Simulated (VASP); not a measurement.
```
AlNi3
1.0
    3.56409     0.00000     0.00000
    0.00000     3.56409     0.00000
    0.00000     0.00000     3.56409
Al Ni
1 3
Direct
  0.00000   0.00000   0.00000
  0.00000   0.50000   0.50000
  0.50000   0.00000   0.50000
  0.50000   0.50000   0.00000
```
Starting moments (μB, in the order of the record's atoms Al Ni Ni Ni): 0.0 0.3 0.3 0.3.

These are PBE GGA, VASP's PBE PAW potentials (set 64) (plane waves; VASP) values and carry that method's errors. Numerical set-up: 480 eV cut-off, 8×8×8 Γ-centred mesh, first-order Methfessel-Paxton smearing of 0.10 eV, potentials Al Ni.

Energy and stress use the plane-wave basis of the starting cell.

The ions, cell shape and volume at an external pressure of 15.0 GPa are relaxed. Which structure does the run end with?

```
AlNi3
1.0
    3.48366     0.00000     0.00000
    0.00000     3.48366     0.00000
    0.00000     0.00000     3.48366
Al Ni
1 3
Direct
  0.00000   0.00000   0.00000
  0.00000   0.50000   0.50000
  0.50000   0.00000   0.50000
  0.50000   0.50000   0.00000
```
Space group Pm-3m (221), at a tolerance of 0.03 Å. The cell ends with -0.70 μB, on the sites 0.01 -0.25 -0.25 -0.25 μB.

How do energy and volume change from the first to the last step?

The energy (σ→0) changes by +34.1 meV/atom and the volume by -6.6 %, in 4 ionic steps.

The compound is Ni3Al in the L1_2 structure. This run relaxes it under an external pressure of 15 GPa. Symmetry was kept, so distortions that lower it aren't found.
